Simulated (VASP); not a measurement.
Data:

```xyz
2
Lattice="2.8300 0.0000 0.0000 0.0000 2.8300 0.0000 0.0000 0.0000 4.0700" Properties=species:S:1:pos:R:3 pbc="T T T"
Ti     0.0000     0.0000     0.0000
Al     1.4150     1.4150     2.0350
```

Calculation: RPBE GGA, VASP's PBE PAW potentials (set 64) (plane waves; VASP). Settings: 520 eV cut-off, 12×12×8 Γ-centred mesh, first-order Methfessel-Paxton smearing of 0.10 eV, potentials Ti_sv Al.

Problem. The ions, cell shape and volume are relaxed. Give the cell that the relaxation ends in.

Solution. 
```xyz
2
Lattice="2.8479 0.0000 0.0000 0.0000 2.8479 0.0000 0.0000 0.0000 4.0949" Properties=species:S:1:pos:R:3 pbc="T T T"
Ti     0.0000     0.0000     0.0000
Al     1.4239     1.4239     2.0474
```
Space group P4/mmm (123), at a tolerance of 0.03 Å.

Problem. How do energy and volume change from the first to the last step?

Solution. The energy (σ→0) changes by -2.0 meV/atom and the volume by +1.9 %, in 3 ionic steps.

The compound is TiAl in the L1_0 structure. This run relaxes it. Symmetry was kept, so distortions that lower it aren't found. The electron count is odd and the run is not spin-polarised, which forces a metal.
